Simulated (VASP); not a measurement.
VASP input:

KPOINTS:
```
Automatic mesh
0
Gamma
8 8 2
0 0 0
```

### POSCAR
```
AlGa3P4
10.8847720
  0.0000000000   0.2501928939   0.2501928939
  0.2501928939   0.0000000000   0.2501928939
  1.0000000025   1.0000000025   0.0007715730
Ga P Al
3 4 1
Cartesian
  0.2504273505   0.2504273505   0.5001513311
  0.5002650735   0.5002650735   0.5005065019
  0.4997603861   0.4997603861   0.0006254017
  0.1251384611   0.1251384611   0.1250544329
  0.3749503919   0.3749503919   0.1254353958
  0.6247713370   0.6247713370   0.1258073446
  0.8751502337   0.8751502337   0.1256213417
  1.0003083498   1.0003083498   0.5008490135
```

### INCAR
```
SYSTEM = AlGa3P4
PREC = Accurate
ENCUT = 400
EDIFF = 1E-7
NELM = 100
ALGO = Normal
LREAL = .FALSE.
LASPH = .TRUE.
ISMEAR = -5
GGA = PS
LMAXMIX = 4
LWAVE = .FALSE.
LCHARG = .TRUE.
LORBIT = 11
NEDOS = 601
ISIF = 2
LEFG = .TRUE.
```

POTCAR, in this order: Ga_d P Al (PBE.64 set). Program: vasp_std.

Task: Write an equivalent input for Quantum ESPRESSO's pw.x.

Result: One equivalent input (not run):
```
&CONTROL
  calculation = 'scf'
  pseudo_dir = './pseudo'
  outdir = './out'
  tprnfor = .true.
  tstress = .true.
/
&SYSTEM
  ibrav = 0
  nat = 8
  ntyp = 3
  ecutwfc = 80
  occupations = 'tetrahedra'
  input_dft = 'pbesol'
/
&ELECTRONS
  conv_thr = 7.3e-09
  electron_maxstep = 100
/
ATOMIC_SPECIES
  Ga 69.723 Ga.upf
  P 30.974 P.upf
  Al 26.982 Al.upf
CELL_PARAMETERS angstrom
     0.0000000    2.7232926    2.7232926
     2.7232926    0.0000000    2.7232926
    10.8847720   10.8847720    0.0083984
ATOMIC_POSITIONS crystal
  Ga   0.9995309  0.9995309  0.0003518
  Ga   0.9998556  0.9998556  0.2501083
  Ga   0.0004794  0.0004794  0.4996404
  P    0.2498195  0.2498195  0.0626354
  P    0.2501957  0.2501957  0.3123532
  P    0.2505540  0.2505540  0.5620845
  P    0.2497959  0.2497959  0.8126531
  Al   0.9997690  0.9997690  0.7501732
K_POINTS automatic
  8 8 2 0 0 0
```
Limits of the translation: the potentials are each code's own (VASP's PAW set, PseudoDojo norm-conserving files in pw.x), so ENCUT and ecutwfc are chosen apart and not converted; conv_thr bounds pw.x's estimated SCF error, while EDIFF bounds the energy change between steps; the field gradients of LEFG aren't asked of the other code.

The structure was generated: AlGa3P4 was put into an ordered model structure (R3m), which need not be its known phase. It was relaxed first.
